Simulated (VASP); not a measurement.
Given:

```xyz
12
Lattice="5.4012 0.0000 0.0000 0.0000 5.4012 0.0000 0.0000 0.0000 5.4012" Properties=species:S:1:pos:R:3 pbc="T T T"
Fe     0.0000     2.7006     2.7006
Fe     2.7006     0.0000     2.7006
Fe     0.0000     0.0000     0.0000
Fe     2.7006     2.7006     0.0000
S      3.3321     4.7698     0.6314
S      0.6314     3.3321     4.7698
S      3.3321     3.3321     3.3321
S      2.0692     2.0692     2.0692
S      4.7698     0.6314     3.3321
S      4.7698     2.0692     0.6314
S      0.6314     4.7698     2.0692
S      2.0692     0.6314     4.7698
```

Calculation: PBE GGA, VASP's PBE PAW potentials (set 64) (plane waves; VASP). Settings: 400 eV cut-off, 9×9×9 Γ-centred mesh, Gaussian smearing of 0.010 eV, potentials Fe S.

Task: What does the run give for the energy per atom (σ→0)?

Result: 
```
Property                       Result
---------------------  --------------
energy per atom (σ→0)  -6.010 eV/atom
```

Only differences to runs with the same potentials and settings are physical.

The compound is FeS2 in the pyrite structure. It was relaxed first. The run is not spin-polarised, so no magnetic state was tried.
